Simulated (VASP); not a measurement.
# OBClH2 in VASP: further runs, part 2 of 2

VASP 6.6.1.

### Step 3. Relaxation of the atoms, PBE (atoms moved at random, drawn with an rms of 0.02 Å)

File INCAR:

```
SYSTEM = BH2ClO
PREC = Accurate ; ENCUT = 520
EDIFF = 1E-7 ; ISMEAR = 0
SIGMA = 0.01 ; LREAL = .False.
LASPH = .True. ; NELM = 60
ALGO = Normal ; ISIF = 2
LWAVE = .False. ; LCHARG = .False.
GGA = PE ; IBRION = 2
NSW = 60 ; EDIFFG = -0.01
```

File KPOINTS:

```
regular mesh
0
Gamma
  1 1 1
  0 0 0
```

File POSCAR:

```
BH2ClO
1.0
   12.0000000000      0.0000000000      0.0000000000
    0.0000000000     12.0000000000      0.0000000000
    0.0000000000      0.0000000000     11.0000000000
O B Cl H
1 1 1 2
Direct
    0.4395820000      0.4194410000      0.4910610000
    0.5430810000      0.4609080000      0.5058490000
    0.5778260000      0.5982950000      0.4576430000
    0.3905060000      0.4716470000      0.4554500000
    0.6145060000      0.4043650000      0.5496560000
```

Potentials or basis: VASP PAW PBE potentials, release 64 (O, B, Cl, H).

Run with:

```
> cat potpaw_PBE.64/O/POTCAR potpaw_PBE.64/B/POTCAR potpaw_PBE.64/Cl/POTCAR potpaw_PBE.64/H/POTCAR > POTCAR
> mpirun -np 1 vasp_gam > vasp.out
```

Wall time 10 min (1 thread of Intel Xeon 6975P-C (Granite Rapids), shared host); peak memory 1.4 GiB.

The run converged. Its results:

```yaml
Free_energy: -24.8710 eV
Energy_gained_by_relaxing: 5.6 meV/atom
Ionic_steps: 16
Largest_force_after_relaxing: 0.009 eV/Å
Gap_between_the_frontier_levels: 6.21 eV
```

Forces on the atoms (eV/Å):
```
O   -0.001  0.004 -0.001
B   -0.009  0.000 -0.004
Cl   0.006  0.002  0.001
H    0.002 -0.007  0.003
H    0.002  0.001  0.001
```

Step by step:
```
step  energy change (eV)  largest force (eV/Å)  pressure (GPa)
   1              0.0000                1.6507            0.04
   2              0.2387                4.1780           -0.09
   3             -0.0231                0.3972            0.00
   4             -0.0231                0.3960            0.00
   5             -0.0219                0.6642           -0.02
   6             -0.0254                0.2187           -0.01
   7             -0.0274                0.0606            0.00
   8             -0.0275                0.0881            0.00
   9             -0.0277                0.0592           -0.01
  10             -0.0277                0.0392            0.00
  11             -0.0277                0.0746           -0.01
  12             -0.0277                0.0353           -0.01
  13             -0.0278                0.0434           -0.01
  14             -0.0278                0.0292           -0.01
  15             -0.0278                0.0216           -0.01
  16             -0.0279                0.0095           -0.01
```

Final structure:
```xyz
5
Lattice="12.0000 0.0000 0.0000 0.0000 12.0000 0.0000 0.0000 0.0000 11.0000" Properties=species:S:1:pos:R:3 pbc="T T T"
O     5.2833    5.0365    5.4089
B     6.5319    5.5326    5.5587
Cl    6.9352    7.1764    5.0385
H     4.6568    5.6609    4.9992
H     7.3788    4.8495    6.0509
```

Levels at points of the mesh, in eV from the valence-band top:
```
           k point  band 5  band 6  band 7  band 8  band 9  band 10  band 11  band 12  band 13
(0.00, 0.00, 0.00)   -2.86   -1.95   -0.85   -0.38    0.00     6.21     6.92     7.70     8.10
```

### Step 4. Atomic charges, PBE+TS

File INCAR:

```
  PREC = Accurate
  ENCUT = 520
  EDIFF = 1E-7
  ISMEAR = 0
  SIGMA = 0.01
  LREAL = False
  LASPH = True
  NELM = 80
  ALGO = Normal
  ISIF = 2
  LWAVE = False
  LCHARG = False
  GGA = PE
  IVDW = 2
  LORBIT = 10
```

File KPOINTS:

```
regular mesh
0
Gamma
  1 1 1
```

File POSCAR:

```
BH2ClO
1.0
   12.0000000000      0.0000000000      0.0000000000
    0.0000000000     12.0000000000      0.0000000000
    0.0000000000      0.0000000000     11.0000000000
O B Cl H
1 1 1 2
Direct
    0.4397416700      0.4218291700      0.4928772700
    0.5432666700      0.4619458300      0.5056772700
    0.5774000000      0.5980458300      0.4572045500
    0.3885416700      0.4734791700      0.4558954500
    0.6136250000      0.4054541700      0.5502863600
```

Run with:

```
> cat potpaw_PBE.64/O/POTCAR potpaw_PBE.64/B/POTCAR potpaw_PBE.64/Cl/POTCAR potpaw_PBE.64/H/POTCAR > POTCAR
> mpirun -np 1 vasp_gam > vasp.out
```

Wall time 69 s (1 thread of Intel Xeon 6975P-C (Granite Rapids), shared host); peak memory 1.2 GiB.

The run converged. Its results:

```
Free energy                                           : -24.8697 eV
Largest force                                         : 0.592 eV/Å
Gap between the frontier levels                       : 6.25 eV
Valence electrons inside the program's atomic spheres : O 5.22; B 2.04; Cl 5.17; H 0.75, 0.65
Hirshfeld charges                                     : O -0.21; B +0.16; Cl -0.08; H +0.17, -0.05 e
Dispersion energy per atom                            : -0.001 eV
```

Forces in eV/Å, atoms in the order of the input:
```
O   -0.103 -0.550  0.190
B    0.362  0.141  0.040
Cl   0.060  0.149 -0.043
H   -0.412  0.347 -0.246
H    0.092 -0.087  0.059
```

Levels at points of the mesh, in eV from the valence-band top:
| k point | band 5 | band 6 | band 7 | band 8 | band 9 | band 10 | band 11 | band 12 | band 13 |
| --- | --- | --- | --- | --- | --- | --- | --- | --- | --- |
| (0.00, 0.00, 0.00) | -2.92 | -2.03 | -0.85 | -0.39 | 0.00 | 6.25 | 6.94 | 7.72 | 8.11 |

### Step 5. Electron localisation function, PBE

File INCAR:

```
PREC = Accurate
ENCUT = 520
EDIFF = 1E-7
ISMEAR = 0
SIGMA = 0.01
LREAL = F
LASPH = T
NELM = 100
ALGO = Fast
ISIF = 2
LWAVE = F
LCHARG = T
GGA = PE
LELF = T
```

File KPOINTS:

```
Automatic mesh
0
Gamma
  1 1 1
```

POSCAR is that of step 4.

Run with:

```
> cat potpaw_PBE.64/O/POTCAR potpaw_PBE.64/B/POTCAR potpaw_PBE.64/Cl/POTCAR potpaw_PBE.64/H/POTCAR > POTCAR
> mpirun -np 1 vasp_gam > vasp.out
```

Run time: 75 s. Hardware: 1 thread of Intel Xeon 6975P-C (Granite Rapids), shared host; peak memory 1.3 GiB.

The run converged. Its results:

```
Free energy                     : -24.8634 eV
Largest force                   : 0.593 eV/Å
Gap between the frontier levels : 6.25 eV
```

Forces on the atoms (eV/Å):
```
O   -0.099 -0.547  0.189
B    0.362  0.142  0.040
Cl   0.054  0.140 -0.041
H   -0.410  0.351 -0.247
H    0.093 -0.085  0.059
```

Levels at points of the mesh, in eV from the valence-band top:
```tsv
k point	band 7	band 8	band 9	band 10	band 11	band 12
(0.00, 0.00, 0.00)	-0.85	-0.39	0.00	6.25	6.94	7.72
```

As with any semilocal functional, this PBE gap is likely too small.

### Step 6. Relaxation of the atoms, revPBE

File INCAR:

```
  ALGO = Normal
  EDIFF = 1E-7
  EDIFFG = -0.02
  ENCUT = 900
  GGA = RE
  IBRION = 2
  ISIF = 2
  ISMEAR = 0
  LASPH = T
  LCHARG = F
  LREAL = F
  LWAVE = F
  NELM = 80
  NSW = 40
  PREC = Accurate
  SIGMA = 0.01
```

File KPOINTS:

```
k-points
0
Gamma
  1 1 1
```

File POSCAR:

```
BH2ClO
1.0
   12.0000000000      0.0000000000      0.0000000000
    0.0000000000     12.0000000000      0.0000000000
    0.0000000000      0.0000000000     11.0000000000
O B Cl H
1 1 1 2
Cartesian
    5.2769000400      5.0619500400      5.4216499700
    6.5192000400      5.5433499600      5.5624499700
    6.9288000000      7.1765499600      5.0292500500
    4.6625000400      5.6817500400      5.0148499500
    7.3635000000      4.8654500400      6.0531499600
```

Potentials or basis: VASP PAW PBE potentials, release 64 (O_h, B_h, Cl_h, H_h).

Run with:

```
> cat potpaw_PBE.64/O_h/POTCAR potpaw_PBE.64/B_h/POTCAR potpaw_PBE.64/Cl_h/POTCAR potpaw_PBE.64/H_h/POTCAR > POTCAR
> mpirun -np 1 vasp_gam > vasp.out
```

Wall time 19 min (1 thread of Intel Xeon 6975P-C (Granite Rapids), shared host); peak memory 2.3 GiB.

Results (log left out):

```
Free energy                     : -24.6272 eV
Energy gained by relaxing       : 2.2 meV/atom
Ionic steps                     : 11
Largest force after relaxing    : 0.016 eV/Å
Gap between the frontier levels : 6.22 eV
```

Forces on the atoms (eV/Å):
```
O   -0.001 -0.005  0.002
B   -0.008  0.006 -0.004
Cl   0.014  0.002  0.002
H    0.007 -0.010  0.006
H   -0.013  0.007 -0.006
```

Step by step:
| step | energy change (eV) | largest force (eV/Å) | pressure (GPa) |
| --- | --- | --- | --- |
| 1 | 0.0000 | 0.7086 | 0.07 |
| 2 | 0.0200 | 1.2344 | -0.09 |
| 3 | -0.0089 | 0.2251 | 0.01 |
| 4 | -0.0105 | 0.1486 | -0.02 |
| 5 | -0.0110 | 0.0634 | -0.01 |
| 6 | -0.0108 | 0.1847 | -0.01 |
| 7 | -0.0111 | 0.0308 | -0.01 |
| 8 | -0.0111 | 0.0288 | -0.01 |
| 9 | -0.0111 | 0.0393 | -0.01 |
| 10 | -0.0112 | 0.0318 | -0.01 |
| 11 | -0.0112 | 0.0159 | -0.01 |

Final structure:
```cif
data_structure
_symmetry_space_group_name_H-M 'P 1'
_symmetry_Int_Tables_number 1
_cell_length_a 12.0000
_cell_length_b 12.0000
_cell_length_c 11.0000
_cell_angle_alpha 90.000
_cell_angle_beta 90.000
_cell_angle_gamma 90.000
_cell_volume 1584.00
loop_
_atom_site_label
_atom_site_type_symbol
_atom_site_fract_x
_atom_site_fract_y
_atom_site_fract_z
_atom_site_occupancy
O1 O 0.43898 0.42102 0.49302 1
B1 B 0.54359 0.46195 0.50576 1
Cl1 Cl 0.57810 0.59918 0.45691 1
H1 H 0.38764 0.47357 0.45560 1
H2 H 0.61426 0.40503 0.55066 1
```

Levels at points of the mesh, in eV from the valence-band top:
| k point | band 5 | band 6 | band 7 | band 8 | band 9 | band 10 | band 11 | band 12 | band 13 |
| --- | --- | --- | --- | --- | --- | --- | --- | --- | --- |
| (0.00, 0.00, 0.00) | -2.86 | -1.92 | -0.91 | -0.37 | 0.00 | 6.22 | 6.84 | 7.61 | 7.98 |

Caveat: the cutoff is under 1.25 times the usual one of these potentials, so pressure, stress and relaxed cells hold a basis-set (Pulay) error; the PAW data sets were made with another functional, which shifts forces and pressure a little.

### Step 7. The reference run

An earlier run on the cell as given: functional PBE; potentials or basis VASP PAW PBE potentials, release 64 (O, B, Cl, H); cutoff 520 eV; k mesh 1 × 1 × 1; occupations gaussian, width 0.01 eV; no spin polarisation.

- Largest force: 0.593 eV/Å
- Gap between the frontier levels: 6.25 eV

### Step 8. Summary

```csv
task,level,potentials or basis,cell,cutoff (eV),gap on the mesh (eV),largest force (eV/Å)
single point,PBE,"VASP PAW PBE potentials, release 64 (O, B, Cl, H)","atoms moved at random, drawn with an rms of 0.05 Å",520,6.24,2.50
relaxation of the atoms,PBE,"VASP PAW PBE potentials, release 64 (O, B, Cl, H)","atoms relaxed from: atoms moved at random, drawn with an rms of 0.02 Å",520,6.21,0.01
atomic charges,PBE+TS,"VASP PAW PBE potentials, release 64 (O, B, Cl, H)",as given,520,6.25,0.59
electron localisation function,PBE,"VASP PAW PBE potentials, release 64 (O, B, Cl, H)",as given,520,6.25,0.59
relaxation of the atoms,revPBE,"VASP PAW PBE potentials, release 64 (O_h, B_h, Cl_h, H_h)",atoms relaxed,900,6.22,0.02
single point,PBE,"VASP PAW PBE potentials, release 64 (O, B, Cl, H)",as given,520,6.25,0.59
```

Alike in all rows: no spin polarisation; k mesh 1 × 1 × 1; smearing gaussian 0.01 eV.

Caveats: the cutoff is under 1.25 times the usual one of these potentials, so pressure, stress and relaxed cells hold a basis-set (Pulay) error (some runs); the PAW data sets were made with another functional, which shifts forces and pressure a little (some runs).

Total energies depend on the potentials used, so only differences within one code and one set of settings carry meaning.
